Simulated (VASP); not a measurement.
A run of VASP 6.6.1 is set up as follows.

The input INCAR:

```
SYSTEM = Cd4TeO3
PREC     = Normal         ! precision mode
ENCUT    = 520            ! plane-wave cutoff, eV
EDIFF    = 1E-4           ! SCF threshold, eV
ISMEAR   = 0              ! smearing method
SIGMA    = 0.15           ! smearing width, eV
LREAL    = .False.        ! projectors in reciprocal space
LASPH    = .True.         ! aspherical terms in the spheres
NELM     = 60             ! most SCF steps
ALGO     = Fast           ! electronic algorithm
ISIF     = 3              ! what is computed and relaxed
LWAVE    = .False.        ! write WAVECAR
LCHARG   = .False.        ! write CHGCAR
GGA      = PE             ! functional
IBRION   = 2              ! ionic algorithm
NSW      = 24             ! ionic steps
EDIFFG   = -0.08          ! ionic threshold
```

The input KPOINTS:

```
Automatic mesh
0
Gamma
  3 3 2
  0 0 0
```

POSCAR

```
Cd4TeO3
1.0
    5.0034788100      0.0000000000      0.0000000000
   -2.5017394100      4.3331397600      0.0000000000
    0.0000000000      0.0000000000      8.6696242000
Cd Te O
4 1 3
Direct
    0.5000000000      0.0000000000      0.5000000000
    0.0000000000      0.5000000000      0.5000000000
    0.5000000000      0.5000000000      0.5000000000
    0.0000000000      0.0000000000      0.5000000000
    0.0000000000      0.0000000000      0.0000000000
    0.5000000000      0.0000000000      0.0000000000
    0.0000000000      0.5000000000      0.0000000000
    0.5000000000      0.5000000000      0.0000000000
```

Potentials or basis: VASP PAW PBE potentials, release 64 (Cd, Te, O).

Command:

```sh
$ cat potpaw_PBE.64/Cd/POTCAR potpaw_PBE.64/Te/POTCAR potpaw_PBE.64/O/POTCAR > POTCAR
$ mpirun -np 1 vasp_std > vasp.out
```

Problem. Estimate the relaxed cell.

Solution. a = 5.786 Å, b = 5.786 Å, c = 4.993 Å, α = 90.00°, β = 90.00°, γ = 120.00°.

Problem. Predict the band gap on the k mesh.

Solution. None (metal or under the smearing width).

Problem. What does it give for the relaxed volume?

Solution. 18.10 Å³/atom.

Final structure:
```
CELL_PARAMETERS angstrom
5.78626 0.00000 0.00000
-2.89313 5.01105 0.00000
0.00000 0.00000 4.99325
ATOMIC_POSITIONS crystal
Cd 0.50000 0.00000 0.50000
Cd 0.00000 0.50000 0.50000
Cd 0.50000 0.50000 0.50000
Cd 0.00000 0.00000 0.50000
Te 0.00000 0.00000 0.00000
O 0.50000 0.00000 0.00000
O 0.00000 0.50000 0.00000
O 0.50000 0.50000 0.00000
```

Caveat: the k mesh is coarse (spacing up to 0.48 Å⁻¹), so the values aren't converged; the volume moved by over 15 % at a fixed basis, so the end points are rough. Spin-orbit coupling is left out, which matters for the levels of Te.
